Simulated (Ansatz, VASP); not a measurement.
**ZrAl5N6 in VASP and in Ansatz**

INCAR

```
  PREC = Accurate
  ENCUT = 520
  EDIFF = 1E-6
  ISMEAR = 0
  SIGMA = 0.1
  LREAL = False
  LASPH = True
  NELM = 80
  ALGO = Normal
  ISIF = 2
  LWAVE = False
  LCHARG = False
  GGA = PE
  NBANDS = 40
```

File KPOINTS:

```
regular mesh
0
Gamma
  6 6 1
```

POSCAR

```
ZrAl5N6
1.0
    3.2716606100      0.0000000000      0.0000000000
   -1.6358303000      2.8333412000      0.0000000000
    0.0000000000      0.0000000000     16.9067375900
Zr Al N
1 5 6
Direct
    0.3333333300      0.6666666700      0.5000000000
    0.3333333300      0.6666666700      0.8333333300
    0.3333333300      0.6666666700      0.1666666700
    0.6666666700      0.3333333300      0.0000000000
    0.6666666700      0.3333333300      0.3333333300
    0.6666666700      0.3333333300      0.6666666700
    0.0000000000      0.0000000000      0.7500000000
    0.0000000000      0.0000000000      0.0833333300
    0.0000000000      0.0000000000      0.4166666700
    0.0000000000      0.0000000000      0.9166666700
    0.0000000000      0.0000000000      0.2500000000
    0.0000000000      0.0000000000      0.5833333300
```

Input for Ansatz:

```yaml
crystal:
  lattice:
    - [3.27166061, 0.0, 0.0]
    - [-1.6358303, 2.8333412, 0.0]
    - [0.0, 0.0, 16.90673759]
  atoms:
    - { symbol: Zr, position: [0.33333333, 0.66666667, 0.5] }
    - { symbol: Al, position: [0.33333333, 0.66666667, 0.83333333] }
    - { symbol: Al, position: [0.33333333, 0.66666667, 0.16666667] }
    - { symbol: Al, position: [0.66666667, 0.33333333, 0.0] }
    - { symbol: Al, position: [0.66666667, 0.33333333, 0.33333333] }
    - { symbol: Al, position: [0.66666667, 0.33333333, 0.66666667] }
    - { symbol: "N", position: [0.0, 0.0, 0.75] }
    - { symbol: "N", position: [0.0, 0.0, 0.08333333] }
    - { symbol: "N", position: [0.0, 0.0, 0.41666667] }
    - { symbol: "N", position: [0.0, 0.0, 0.91666667] }
    - { symbol: "N", position: [0.0, 0.0, 0.25] }
    - { symbol: "N", position: [0.0, 0.0, 0.58333333] }
basis:
  ecutwfc: 420
kpoints:
  mp_grid: { grid: [6, 6, 1] }
hamiltonian:
  xc: pbe
scf:
  occupations: { method: gaussian, width: 0.1 }
  lower_state_search: "off"
output:
  forces: true
  stress: true
  eigenvalues: true
```

Alike in both runs: task single point; functional PBE; k mesh 6 × 6 × 1; occupations gaussian, width 0.1 eV; no spin polarisation.

```csv
,VASP,Ansatz
version,VASP 6.6.1,Ansatz 0.2.0
potentials or method,"VASP PAW PBE potentials, release 64 (Zr_sv, Al, N)","scalar-relativistic, plane waves, PAW"
plane-wave cutoff (eV),520,420
valence electrons in the cell,57,57
```

```csv
,VASP,Ansatz,Ansatz less VASP
gap on the k mesh at the Fermi level (eV),none,none,-
rms of the force components (eV/Å),0.253,0.252,-0.0011
```

Atom by atom the forces differ by 0.002 eV/Å (rms over components). A gap of «none» marks a metal or a gap that the smearing closes.

Caveats: the k mesh is coarse (spacing up to 0.37 Å⁻¹), so the values aren't converged.
